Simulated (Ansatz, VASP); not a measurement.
# NbSi2 in two plane-wave programs, part 2 of 2

One calculation is typed for both programs; each brings its own data sets and cutoff. How far apart do they land? The cell is taken from a series of VASP runs on this material, whose earlier steps may have relaxed, scaled or displaced it; both programs get it as it stands.

VASP 6.6.1 and Ansatz 0.2.0.

So far: Set-up; Ansatz: zone-centre phonons, PBE with D3(BJ).

## 3. VASP: zone-centre phonons, PBE with D3(BJ)

Level of this step: PBE with D3(BJ); plane waves and PAW (Nb_sv, Si) (VASP).

The same cell, functional, mesh and smearing now go to VASP, with its own data sets and cutoff.

Lines of VASP's logs that name or quote its potential files are left out, and so is its time.

File INCAR:

```
SYSTEM = NbSi2
PREC = Accurate
ENCUT = 400
EDIFF = 1E-08
NELM = 100
ISMEAR = 1
SIGMA = 0.2
LREAL = .FALSE.
ALGO = Normal
GGA = PE
IVDW = 12
NBANDS = 40
LORBIT = 11
LWAVE = .FALSE.
LCHARG = .FALSE.
KPAR = 4
IBRION = 6
NFREE = 2
POTIM = 0.015
ISIF = 2
NSW = 1
```

File POSCAR:

```
NbSi2
1.0
    4.7517321460      0.0000000000      0.0000000000
   -2.3758660730      4.1151207503      0.0000000000
    0.0000000000      0.0000000000      6.5331610463
Nb Si
3 6
Direct
    0.0000000000      0.5000000000      0.1666666667
    0.5000000000      0.5000000000      0.8333333333
    0.5000000000      0.0000000000      0.5000000000
    0.3182866522      0.1591433261      0.1666666667
    0.1591433261      0.8408566739      0.8333333333
    0.8408566739      0.6817133478      0.5000000000
    0.6817133478      0.8408566739      0.1666666667
    0.8408566739      0.1591433261      0.8333333333
    0.1591433261      0.3182866522      0.5000000000
```

File KPOINTS:

```
Automatic mesh
0
Gamma
7 7 5
0 0 0
```

Potentials, in the order of the species: Nb_sv and Si (PBE family, release 64).

The run is started by

```
$ mpirun -np 4 vasp_std
```

Numbers of over 12 decimals in the logs are rounded to 6 here.

Output:

```text
[banner, memory and clock lines left out]
running    4 mpi-ranks, on    1 nodes
 distrk:  each k-point on    1 cores,    4 groups
 distr:  one band on    1 cores,    1 groups

 POSCAR found type information on POSCAR NbSi
 POSCAR found :  2 types and       9 ions
 LDA part: xc-table for (Slater+PW92), standard interpolation
 POSCAR, INCAR and KPOINTS ok, starting setup
 FFT: planning ... GRIDC
 FFT: planning ... GRID_SOFT
 FFT: planning ... GRID
 WAVECAR not read
 entering main loop
       N       E                     dE             d eps       ncg     rms          rms(c)
DAV:   1     0.454820419050E+03    0.45482E+03   -0.27330E+04  1928   0.124E+03
DAV:   2    -0.288403052230E+02   -0.48366E+03   -0.46636E+03  2416   0.448E+02
DAV:   3    -0.676451444743E+02   -0.38805E+02   -0.37846E+02  3304   0.928E+01
DAV:   4    -0.704245720907E+02   -0.27794E+01   -0.27652E+01  3024   0.222E+01
DAV:   5    -0.705443969366E+02   -0.11982E+00   -0.11965E+00  3104   0.521E+00    0.180E+01
DAV:   6    -0.682427561918E+02    0.23016E+01   -0.12498E+01  2848   0.181E+01    0.657E+00
DAV:   7    -0.681517184776E+02    0.91038E-01   -0.12031E+00  2832   0.439E+00    0.380E+00
DAV:   8    -0.681267144949E+02    0.25004E-01   -0.15029E-01  3088   0.214E+00    0.739E-01
DAV:   9    -0.681268305039E+02   -0.11601E-03   -0.25161E-02  3136   0.752E-01    0.474E-01
DAV:  10    -0.681268390198E+02   -0.85160E-05   -0.42487E-03  2544   0.460E-01    0.700E-02
DAV:  11    -0.681267946945E+02    0.44325E-04   -0.39755E-04  3152   0.108E-01    0.245E-02
DAV:  12    -0.681267913252E+02    0.33693E-05   -0.46128E-05  2880   0.505E-02    0.999E-03
DAV:  13    -0.681267894979E+02    0.18273E-05   -0.82446E-06  2832   0.160E-02    0.298E-03
DAV:  14    -0.681267889277E+02    0.57025E-06   -0.76309E-07  2616   0.656E-03    0.119E-03
DAV:  15    -0.681267889022E+02    0.25480E-07   -0.19235E-07  3192   0.183E-03    0.384E-04
DAV:  16    -0.681267889647E+02   -0.62513E-07   -0.70492E-09  1504   0.663E-04    0.182E-04
DAV:  17    -0.681267889605E+02    0.42401E-08   -0.20867E-09  1536   0.322E-04
   1 F= -.73402130E+02 E0= -.73401439E+02  d E =-.207172E-02
[... from here on, the cycles between the ionic steps are left out ...]
   2 F= -.73400436E+02 E0= -.73399747E+02  d E =-.206646E-02
   3 F= -.73400436E+02 E0= -.73399747E+02  d E =-.206645E-02
   4 F= -.73399984E+02 E0= -.73399288E+02  d E =-.208838E-02
   5 F= -.73399984E+02 E0= -.73399288E+02  d E =-.208839E-02
   6 F= -.73401227E+02 E0= -.73400503E+02  d E =-.216971E-02
   7 F= -.73401075E+02 E0= -.73400411E+02  d E =-.199140E-02
   8 F= -.73400747E+02 E0= -.73400053E+02  d E =-.208072E-02
 Finite differences progress:
  Degree of freedom:   4/  4
  Displacement:        1/  2
  Total:               7/  8
 bond charge predicted
       N       E                     dE             d eps       ncg     rms          rms(c)
DAV:   1    -0.681255768061E+02   -0.17343E-03   -0.13375E-01  9952   0.132E+00    0.174E-01
DAV:   2    -0.681255657398E+02    0.11066E-04   -0.69347E-03 13304   0.629E-01    0.981E-02
DAV:   3    -0.681254323476E+02    0.13339E-03   -0.98256E-04 14768   0.282E-01    0.567E-02
DAV:   4    -0.681254031164E+02    0.29231E-04   -0.28907E-04 11840   0.913E-02    0.132E-02
DAV:   5    -0.681254031786E+02   -0.62192E-07   -0.39855E-05 13968   0.392E-02    0.113E-02
DAV:   6    -0.681254035097E+02   -0.33113E-06   -0.44657E-06 16344   0.169E-02    0.319E-03
DAV:   7    -0.681254033911E+02    0.11865E-06   -0.79737E-07 13256   0.667E-03    0.123E-03
DAV:   8    -0.681254033793E+02    0.11846E-07   -0.16336E-07 15224   0.339E-03    0.596E-04
DAV:   9    -0.681254033792E+02    0.66393E-10   -0.20337E-08  8344   0.109E-03
   9 F= -.73400747E+02 E0= -.73400053E+02  d E =-.208071E-02
 Finite differences progress:
  Degree of freedom:   4/  4
  Displacement:        2/  2
  Total:               8/  8
```

From OUTCAR (step 3):

```text
ion  position               nearest neighbor table
   1  0.000  0.500  0.167-   6 2.59   9 2.59   8 2.59   5 2.59   4 2.71   7 2.71   7 2.71   4 2.71
                             7 2.81   4 2.81
   2  0.500  0.500  0.833-   6 2.59   9 2.59   7 2.59   4 2.59   8 2.71   5 2.71   5 2.71   8 2.71
                             8 2.81   5 2.81
   3  0.500  0.000  0.500-   4 2.59   5 2.59   7 2.59   8 2.59   9 2.71   6 2.71   9 2.71   6 2.71
                             9 2.81   6 2.81
   4  0.318  0.159  0.167-   9 2.54   5 2.54   3 2.59   2 2.59   7 2.62   1 2.71   1 2.71   1 2.81
                             7 2.81   7 2.81   6 3.14   8 3.14
   5  0.159  0.841  0.833-   6 2.54   4 2.54   3 2.59   1 2.59   8 2.62   2 2.71   2 2.71   2 2.81
                             8 2.81   8 2.81   9 3.14   7 3.14
   6  0.841  0.682  0.500-   5 2.54   7 2.54   1 2.59   2 2.59   9 2.62   3 2.71   3 2.71   3 2.81
                             9 2.81   9 2.81   8 3.14   4 3.14
   7  0.682  0.841  0.167-   6 2.54   8 2.54   3 2.59   2 2.59   4 2.62   1 2.71   1 2.71   1 2.81
                             4 2.81   4 2.81   9 3.14   5 3.14
   8  0.841  0.159  0.833-   9 2.54   7 2.54   3 2.59   1 2.59   5 2.62   2 2.71   2 2.71   2 2.81
                             5 2.81   5 2.81   6 3.14   4 3.14
   9  0.159  0.318  0.500-   4 2.54   8 2.54   1 2.59   2 2.59   6 2.62   3 2.71   3 2.71   3 2.81
                             6 2.81   6 2.81   7 3.14   5 3.14

  LATTYP: Found a hexagonal cell.
 ALAT       =     4.7517321460
 C/A-ratio  =     1.3749009510

 Subroutine GETGRP returns: Found 12 space group operations
 (whereof  4 operations were pure point group operations)

The static configuration has the point symmetry D_2 .
 The point group associated with its full space group is D_6 .

 Found     24 irreducible k-points:

   k-points           NKPTS =     24   k-points in BZ     NKDIM =     24   number of bands    NBANDS=     40

   dimension x,y,z NGX =    32 NGY =   32 NGZ =   48
   dimension x,y,z NGXF=    64 NGYF=   64 NGZF=   96

   ENCUT  =  400.0 eV  29.40 Ry    5.42 a.u.   7.75  7.75 10.65*2*pi/ulx,y,z

   NELECT =      63.0000    total number of electrons

 k-points in reciprocal lattice and weights: Automatic mesh
   0.00000000  0.00000000  0.00000000       0.004
   0.14285714  0.00000000  0.00000000       0.024
   0.28571429  0.00000000  0.00000000       0.024
   0.42857143  0.00000000  0.00000000       0.024
   0.14285714  0.14285714  0.00000000       0.024
   0.28571429  0.14285714  0.00000000       0.049
   0.42857143  0.14285714  0.00000000       0.024
   0.28571429  0.28571429  0.00000000       0.024
   0.00000000  0.00000000  0.20000000       0.008
[...]
0.42857143  0.14285714  0.40000000       0.049
   0.28571429  0.28571429  0.40000000       0.049

 Edisp (eV)   -5.27534

 average (electrostatic) potential at core
       1 -76.4813       2 -76.4772       3 -76.4852       4 -77.6380       5 -77.6391
       6 -77.6361       7 -77.6380       8 -77.6400       9 -77.6368

 E-fermi :  11.8234

 k-point     1 :       0.0000    0.0000    0.0000
  band No.  band energies     occupation
    ...
     28       9.5761      2.00000
     29       9.6579      2.00000
     30       9.8143      2.00000
     31       9.8299      2.00000
     32      10.7905      2.00000
     33      12.5989     -0.00000
     34      15.1157     -0.00000
     35      15.2687     -0.00000
     36      15.2767     -0.00000
     37      15.2830     -0.00000
    ...

 k-point     2 :       0.1429    0.0000    0.0000
  band No.  band energies     occupation
    ...
     28       9.6245      2.00000
     29       9.8757      2.00000
     30       9.9101      2.00000
     31      10.1175      2.00000
     32      10.6359      2.00000
     33      12.5034     -0.00002
     34      14.2263     -0.00000
     35      14.5096     -0.00000
     36      14.9742     -0.00000
     37      14.9893     -0.00000
    ...

 k-point     3 :       0.2857    0.0000    0.0000
  band No.  band energies     occupation
    ...
     28      10.0084      2.00000
     29      10.2362      2.00000
     30      10.3637      2.00000
     31      10.7119      2.00000
     32      10.7208      2.00000
     33      12.0196     -0.04608
     34      13.5733     -0.00000
     35      13.7552     -0.00000
     36      14.1227     -0.00000
[...]
-----------------------------------------------------------------------------------
    total drift:                                0.000079     -0.000155      0.000170

  FREE ENERGIE OF THE ION-ELECTRON SYSTEM (eV)
  ---------------------------------------------------
  free  energy   TOTEN  =       -73.4007466340 eV

  energy  without entropy=      -73.3986659284  energy(sigma->0) =      -73.40005307

 Eigenvectors and eigenvalues of the dynamical matrix
 ----------------------------------------------------

   1 f  =   12.327228 THz    77.454256 2PiTHz  411.192054 cm-1    50.981294 meV
             X         Y         Z           dx          dy          dz
     -1.187933  2.057560  1.088860     0.000000   -0.000000   -0.087160
      1.187933  2.057560  5.444301     0.000000    0.000000   -0.087153
      2.375866  0.000000  3.266581     0.000000    0.000000    0.174313
      1.134310  0.654894  1.088860     0.029195    0.150109   -0.250735
     -1.241556  3.460227  5.444301    -0.029203    0.150102   -0.250714
      2.375866  2.805333  3.266581    -0.230792   -0.000003    0.501450
      1.241556  3.460227  1.088860    -0.029195   -0.150109   -0.250735
      3.617422  0.654894  5.444301     0.029203   -0.150102   -0.250714
      0.000000  1.309788  3.266581     0.230792    0.000003    0.501450

   2 f  =   12.327228 THz    77.454256 2PiTHz  411.192054 cm-1    50.981294 meV
             X         Y         Z           dx          dy          dz
     -1.187933  2.057560  1.088860    -0.000000   -0.000000   -0.150958
      1.187933  2.057560  5.444301    -0.000000    0.000000    0.150962
      2.375866  0.000000  3.266581    -0.000000    0.000000   -0.000004
      1.134310  0.654894  1.088860    -0.150107    0.144125   -0.434262
     -1.241556  3.460227  5.444301    -0.150105   -0.144132    0.434274
      2.375866  2.805333  3.266581     0.000006   -0.115863   -0.000012
      1.241556  3.460227  1.088860     0.150107   -0.144125   -0.434262
      3.617422  0.654894  5.444301     0.150105    0.144132    0.434274
      0.000000  1.309788  3.266581    -0.000006    0.115863   -0.000012

   3 f  =   11.793343 THz    74.099760 2PiTHz  393.383582 cm-1    48.773326 meV
             X         Y         Z           dx          dy          dz
     -1.187933  2.057560  1.088860     0.000000   -0.000000   -0.271981
      1.187933  2.057560  5.444301     0.000000    0.000000   -0.271981
      2.375866  0.000000  3.266581     0.000000    0.000000   -0.271981
      1.134310  0.654894  1.088860     0.130854   -0.226647    0.247363
     -1.241556  3.460227  5.444301    -0.130854   -0.226647    0.247363
      2.375866  2.805333  3.266581    -0.261709    0.000000    0.247363
      1.241556  3.460227  1.088860    -0.130854    0.226647    0.247363
      3.617422  0.654894  5.444301     0.130854    0.226647    0.247363
      0.000000  1.309788  3.266581     0.261709   -0.000000    0.247363

   4 f  =   11.602338 THz    72.899641 2PiTHz  387.012347 cm-1    47.983394 meV
             X         Y         Z           dx          dy          dz
     -1.187933  2.057560  1.088860     0.102455   -0.177458    0.000000
      1.187933  2.057560  5.444301     0.102455    0.177458    0.000000
      2.375866  0.000000  3.266581    -0.204911    0.000000    0.000000
      1.134310  0.654894  1.088860    -0.002076    0.003596    0.381648
     -1.241556  3.460227  5.444301    -0.002076   -0.003596   -0.381648
      2.375866  2.805333  3.266581     0.004152   -0.000000    0.381648
      1.241556  3.460227  1.088860    -0.002076    0.003596   -0.381648
      3.617422  0.654894  5.444301    -0.002076   -0.003596    0.381648
      0.000000  1.309788  3.266581     0.004152   -0.000000   -0.381648

   5 f  =   11.276371 THz    70.851528 2PiTHz  376.139247 cm-1    46.635302 meV
             X         Y         Z           dx          dy          dz
     -1.187933  2.057560  1.088860     0.184020   -0.078879    0.000000
      1.187933  2.057560  5.444301     0.184020    0.078879    0.000000
      2.375866  0.000000  3.266581     0.320642   -0.000000    0.000000
      1.134310  0.654894  1.088860    -0.142751    0.114260   -0.193906
     -1.241556  3.460227  5.444301    -0.142750   -0.114260    0.193906
      2.375866  2.805333  3.266581    -0.340655    0.000000    0.387812
      1.241556  3.460227  1.088860    -0.142751    0.114260    0.193906
      3.617422  0.654894  5.444301    -0.142750   -0.114260   -0.193906
      0.000000  1.309788  3.266581    -0.340655    0.000000   -0.387812

   6 f  =   11.276371 THz    70.851528 2PiTHz  376.139247 cm-1    46.635302 meV
             X         Y         Z           dx          dy          dz
     -1.187933  2.057560  1.088860    -0.078879    0.275101   -0.000000
      1.187933  2.057560  5.444301     0.078879    0.275101   -0.000000
      2.375866  0.000000  3.266581     0.000000    0.138479    0.000000
      1.134310  0.654894  1.088860     0.114260   -0.274687    0.335855
     -1.241556  3.460227  5.444301    -0.114260   -0.274687    0.335855
      2.375866  2.805333  3.266581    -0.000000   -0.076782    0.000000
      1.241556  3.460227  1.088860     0.114260   -0.274687   -0.335855
      3.617422  0.654894  5.444301    -0.114260   -0.274687   -0.335855
      0.000000  1.309788  3.266581    -0.000000   -0.076782   -0.000000

   7 f  =   11.041005 THz    69.372680 2PiTHz  368.288281 cm-1    45.661907 meV
             X         Y         Z           dx          dy          dz
     -1.187933  2.057560  1.088860    -0.000000   -0.000000    0.000000
      1.187933  2.057560  5.444301     0.000000   -0.000000   -0.000000
      2.375866  0.000000  3.266581    -0.000000    0.000000    0.000000
      1.134310  0.654894  1.088860    -0.353553   -0.204124    0.000000
     -1.241556  3.460227  5.444301    -0.353553    0.204124   -0.000000
      2.375866  2.805333  3.266581     0.000000    0.408248   -0.000000
      1.241556  3.460227  1.088860     0.353553    0.204124    0.000000
      3.617422  0.654894  5.444301     0.353553   -0.204124   -0.000000
      0.000000  1.309788  3.266581     0.000000   -0.408248    0.000000

   8 f  =   10.490540 THz    65.914010 2PiTHz  349.926764 cm-1    43.385370 meV
             X         Y         Z           dx          dy          dz
     -1.187933  2.057560  1.088860     0.000000    0.000000    0.097104
      1.187933  2.057560  5.444301     0.000000    0.000000    0.097105
      2.375866  0.000000  3.266581     0.000000   -0.000000   -0.194209
      1.134310  0.654894  1.088860     0.237388   -0.146250   -0.112130
     -1.241556  3.460227  5.444301    -0.237389   -0.146252   -0.112131
      2.375866  2.805333  3.266581     0.490702    0.000000    0.224261
      1.241556  3.460227  1.088860    -0.237388    0.146250   -0.112130
      3.617422  0.654894  5.444301     0.237389    0.146252   -0.112131
      0.000000  1.309788  3.266581    -0.490702   -0.000000    0.224261

   9 f  =   10.490540 THz    65.914010 2PiTHz  349.926764 cm-1    43.385370 meV
             X         Y         Z           dx          dy          dz
     -1.187933  2.057560  1.088860     0.000000   -0.000000    0.168190
      1.187933  2.057560  5.444301     0.000000   -0.000000   -0.168190
      2.375866  0.000000  3.266581     0.000000   -0.000000   -0.000001
      1.134310  0.654894  1.088860     0.146251   -0.406264   -0.194216
     -1.241556  3.460227  5.444301     0.146250    0.406263    0.194215
      2.375866  2.805333  3.266581     0.000001   -0.152950    0.000001
      1.241556  3.460227  1.088860    -0.146251    0.406264   -0.194216
      3.617422  0.654894  5.444301    -0.146250   -0.406263    0.194215
      0.000000  1.309788  3.266581    -0.000001    0.152950    0.000001

  10 f  =    9.223854 THz    57.955186 2PiTHz  307.674664 cm-1    38.146779 meV
             X         Y         Z           dx          dy          dz
     -1.187933  2.057560  1.088860     0.090789   -0.157251    0.000000
      1.187933  2.057560  5.444301     0.090789    0.157251    0.000000
      2.375866  0.000000  3.266581    -0.181578    0.000000   -0.000000
      1.134310  0.654894  1.088860    -0.191951    0.332469   -0.052922
     -1.241556  3.460227  5.444301    -0.191951   -0.332469    0.052922
      2.375866  2.805333  3.266581     0.383902    0.000000   -0.052922
    [... 204 further lines ...]
      1.241556  3.460227  1.088860     0.239623    0.073488    0.000003
      3.617422  0.654894  5.444301     0.239618    0.073471   -0.000009
      0.000000  1.309788  3.266581     0.239606    0.073484   -0.000011

 ELASTIC MODULI CONTR FROM IONIC RELAXATION (kBar)
 Direction    XX          YY          ZZ          XY          YZ          ZX
 --------------------------------------------------------------------------------
 XX         -94.0478     70.8018     18.2365      0.0000      0.0000     -0.0000
 YY          70.8018    -94.0478     18.2365      0.0000     -0.0000      0.0000
 ZZ          18.2365     18.2365    -28.6131     -0.0000      0.0000      0.0000
 XY          -0.0000      0.0000     -0.0000    -82.4248      0.0000     -0.0000
 YZ           0.0000     -0.0000      0.0000      0.0000   -246.6210      0.0000
 ZX          -0.0000      0.0000     -0.0000      0.0000      0.0000   -246.6211
 --------------------------------------------------------------------------------

 total charge
# of ion       s       p       d       tot
------------------------------------------
    1        2.157   6.039   2.626  10.823
    2        2.157   6.039   2.626  10.823
    3        2.157   6.039   2.626  10.823
    4        0.758   0.887   0.000   1.644
    5        0.758   0.887   0.000   1.644
    6        0.758   0.887   0.000   1.644
    7        0.758   0.887   0.000   1.644
    8        0.758   0.887   0.000   1.644
    9        0.758   0.887   0.000   1.644
--------------------------------------------------
tot         11.018  23.437   7.879  42.334
```

Dispersion corrections of this kind ignore metallic screening and tend to overbind metals.

## 4. Differences

Known differences besides the potentials themselves: the cutoff is 420 eV in Ansatz and 400 eV in VASP; VASP leaves aspherical gradient terms in its spheres out (LASPH is not set), Ansatz keeps them; Ansatz takes the dispersion share of the force constants at frozen C6 weights, VASP differentiates the full forces; VASP uses finite displacements, Ansatz perturbation theory. Total energies have different zeros and are not compared.

The two programs side by side:

```
                    quantity  Ansatz   VASP  difference
       optical mode 1 (cm⁻¹)   141.9  142.4     -0.30 %
  optical mode 2 to 3 (cm⁻¹)   200.5  200.5     -0.02 %
  optical mode 4 to 5 (cm⁻¹)   212.3  212.3     -0.03 %
       optical mode 6 (cm⁻¹)   228.7  228.3     +0.17 %
       optical mode 7 (cm⁻¹)   243.3  243.3     +0.00 %
  optical mode 8 to 9 (cm⁻¹)   244.0  243.7     +0.13 %
      optical mode 10 (cm⁻¹)   275.3  274.8     +0.17 %
optical mode 11 to 12 (cm⁻¹)   278.6  278.1     +0.17 %
optical mode 13 to 14 (cm⁻¹)   307.2  306.9     +0.11 %
      optical mode 15 (cm⁻¹)   308.2  307.7     +0.18 %
optical mode 16 to 17 (cm⁻¹)   350.4  349.9     +0.14 %
      optical mode 18 (cm⁻¹)   368.8  368.3     +0.14 %
optical mode 19 to 20 (cm⁻¹)   376.5  376.1     +0.09 %
      optical mode 21 (cm⁻¹)   387.4  387.0     +0.11 %
      optical mode 22 (cm⁻¹)   393.6  393.4     +0.05 %
optical mode 23 to 24 (cm⁻¹)   411.5  411.2     +0.08 %
```

Modes are paired by rising frequency and degeneracy, not by their patterns, so a pair may still set unlike modes beside each other.

## 5. What came out

```json
{
 "r.m.s. difference of the optical zone-centre modes, each program's sorted by frequency (zone-centre phonons, PBE with D3(BJ))": "0.37 cm⁻¹"
}
```

What this shows: The r.m.s. difference of the optical zone-centre modes, each program's sorted by frequency is 0.37 cm⁻¹ (zone-centre phonons, PBE with D3(BJ)). How closely two codes agree says nothing of how well the functional describes the real material.

[Lines on the potential files, build, host, timing and source positions are cut from VASP's logs without a mark.]

[Logs are printed without paths, hosts, clocks, repeated set-up lines and the standing remarks that a program may print on its own settings, such as how far it seeks lower states.]

[Hosts, paths, dates, database ids (printed as entryN), source tags and the programs' standing remarks are cut or masked in the printed files.]
